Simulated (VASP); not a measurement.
Input:

```xyz
2
Lattice="1.7180 -2.9756 0.0000 1.7180 2.9756 0.0000 0.0000 0.0000 5.5623" Properties=species:S:1:pos:R:3 pbc="T T T"
Tl     1.7180     0.9919     1.3906
Tl     1.7180    -0.9919     4.1717
```

Method: PBEsol GGA, VASP's PBE PAW potentials (set 64) (plane waves; VASP). Run with 480 eV cut-off, 12×12×6 Γ-centred mesh, first-order Methfessel-Paxton smearing of 0.10 eV, potentials Tl_d.

Unless said otherwise, spin-orbit coupling is left out, though it shifts the bands of the heavy elements here.

What does the run give for the energy per atom (σ→0), band gap (on the k-mesh) with the smallest direct gap where there is one?

```
Item                                                        Result
------------------------  ----------------------------------------
band gap (on the k-mesh)  none (metal, semimetal or under 0.01 eV)
energy per atom (σ→0)                               -2.632 eV/atom
```

Total energies compare only between runs with the same potentials, cut-off and functional.

The compound is Tl in the hcp structure. It was relaxed first.
